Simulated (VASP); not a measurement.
Data:

```xyz
8
Lattice="6.4974 0.0000 0.0000 0.0000 4.5943 0.0000 0.0000 0.0000 24.2288" Properties=species:S:1:pos:R:3 pbc="T T T"
Cd     0.0000     0.0000    15.5602
Cd     3.2487     2.2972    13.2630
Cd     0.0000     0.0000    10.9658
Cd     3.2487     2.2972     8.6687
Te     1.6243     0.0000    13.2630
Te     4.8730     2.2972    15.5602
Te     1.6243     0.0000     8.6687
Te     4.8730     2.2972    10.9658
```

Level of theory: PBEsol GGA, VASP's PBE PAW potentials (set 64) (plane waves; VASP). Settings: PREC = Normal, EDIFF = 1E-5, 400 eV cut-off, 3×5×1 Γ-centred mesh, Gaussian smearing of 0.050 eV, potentials Cd Te.

### Question
The ions are relaxed. Give the cell that the relaxation ends in.

### Answer

```xyz
8
Lattice="6.4974 0.0000 0.0000 0.0000 4.5943 0.0000 0.0000 0.0000 24.2288" Properties=species:S:1:pos:R:3 pbc="T T T"
Cd     6.1554     0.0000    14.9204
Cd     3.4148     2.2972    13.4438
Cd     0.1662     0.0000    10.7850
Cd     2.9068     2.2972     9.3084
Te     1.7815     0.0000    13.1483
Te     4.8916     2.2972    15.8032
Te     1.6430     0.0000     8.4256
Te     5.0302     2.2972    11.0805
```

### Question
How much energy does the relaxation gain?

### Answer
The energy (σ→0) changes by -112.4 meV/atom, in 23 ionic steps.

The cell is a thin slab with vacuum, built from CdTe (zinc blende): (110) face.
